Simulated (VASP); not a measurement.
These are LDA (Ceperley-Alder, Perdew-Zunger), VASP's LDA PAW potentials (set 64) (plane waves; VASP) values and carry that method's errors.

The input files of a VASP run:

POSCAR:
```
NaCl
1
    0.0000000000     2.8200000000     2.8200000000
    2.8200000000     0.0000000000     2.8200000000
    2.8200000000     2.8200000000     0.0000000000
Na Cl
1 1
Direct
  0.0000000000   0.0000000000   0.0000000000
  0.5000000000   0.5000000000   0.5000000000
```

KPOINTS:
```
Automatic mesh
0
Gamma
10 10 10
0 0 0
```

INCAR:
```
SYSTEM  =  NaCl
PREC  =  Accurate; ENCUT  =  300; LREAL  =  .False.
LASPH  =  .True.
EDIFF  =  1E-6; NELM  =  100; ALGO  =  Normal
ISMEAR  =  -1; SIGMA  =  0.02
ISIF  =  2
LWAVE  =  .False.; LCHARG  =  .False.
```

POTCAR, in this order: Na_pv Cl (LDA.64 set). Program: vasp_std.

What will the output report for the number of irreducible k-points (NKPTS), largest plane-wave count, number of space-group operations, FFT grid (NGX, NGY, NGZ)?

```json
{
 "number of irreducible k-points (NKPTS)": "47",
 "largest_plane_wave_count": "544",
 "number_of_space_group_operations": "48",
 "FFT grid (NGX, NGY, NGZ)": "24 × 24 × 24"
}
```

The structure is a typed NaCl crystal (Fm-3m). The cell was not relaxed at this level. The run is one of a series of settings (GGA removed, POTCAR Na_pv Cl (LDA.64 set) against the base run), some of them coarse on purpose.
